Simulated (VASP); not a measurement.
ZnIr2O4:

```
Zn Ir O
1.0
     0.00000    4.37468    4.37468
     4.37468    0.00000    4.37468
     4.37468    4.37468    0.00000
Zn Ir O
2 4 8
Cartesian
  6.5620 6.5620 6.5620
  4.3747 4.3747 4.3747
  3.2810 3.2810 1.0937
  3.2810 1.0937 3.2810
  1.0937 3.2810 3.2810
  1.0937 1.0937 1.0937
  5.5684 5.5684 3.1809
  5.5684 3.1809 5.5684
  3.1809 5.5684 5.5684
  3.1809 3.1809 3.1809
  5.3683 5.3683 7.7558
  5.3683 7.7558 5.3683
  7.7558 5.3683 5.3683
  7.7558 7.7558 7.7558
```

The cell comes from a database or a generator and needn't be the stable form of this composition.

* Program: VASP 6.6.1
* Task: relaxation of cell and atoms
* Functional: PBEsol
* Potentials or basis: VASP PAW PBE potentials, release 64 (Zn, Ir, O)
* Cutoff: 600 eV
* k mesh: 6 × 6 × 6
* Occupations: gaussian, width 0.03 eV
* Spin: no spin polarisation

At the start: pressure -8.4 GPa; volume 11.96 Å³/atom.

Question: How do energy, volume and symmetry change on relaxing?

Answer: Over 6 steps the energy falls by 12.7 meV/atom and the volume is 11.47 Å³/atom (-4.1 %); space group Fd-3m (No. 227, to 0.05 Å).

Step by step:
| step | energy change (eV) | largest force (eV/Å) | pressure (GPa) | volume (Å³) |
| --- | --- | --- | --- | --- |
| 1 | 0.0000 | 0.3140 | -8.39 | 167.44 |
| 2 | 0.2760 | 1.0348 | 15.78 | 152.71 |
| 3 | -0.1699 | 0.1470 | -0.35 | 161.58 |
| 4 | -0.1699 | 0.1578 | -0.16 | 161.46 |
| 5 | -0.1762 | 0.0708 | -0.06 | 161.00 |
| 6 | -0.1777 | 0.0002 | 0.03 | 160.64 |

Final structure:
```
Zn Ir O
1.0
     0.00000    4.31457    4.31457
     4.31457    0.00000    4.31457
     4.31457    4.31457    0.00000
Zn Ir O
2 4 8
Direct
  0.75000 0.75000 0.75000
  0.50000 0.50000 0.50000
  0.12500 0.12500 0.62500
  0.12500 0.62500 0.12500
  0.62500 0.12500 0.12500
  0.12500 0.12500 0.12500
  0.36396 0.36396 0.90811
  0.36396 0.90811 0.36396
  0.90811 0.36396 0.36396
  0.36396 0.36396 0.36396
  0.88604 0.88604 0.34189
  0.88604 0.34189 0.88604
  0.34189 0.88604 0.88604
  0.88604 0.88604 0.88604
```

Caveat: the PAW data sets were made with another functional, which shifts forces and pressure a little.
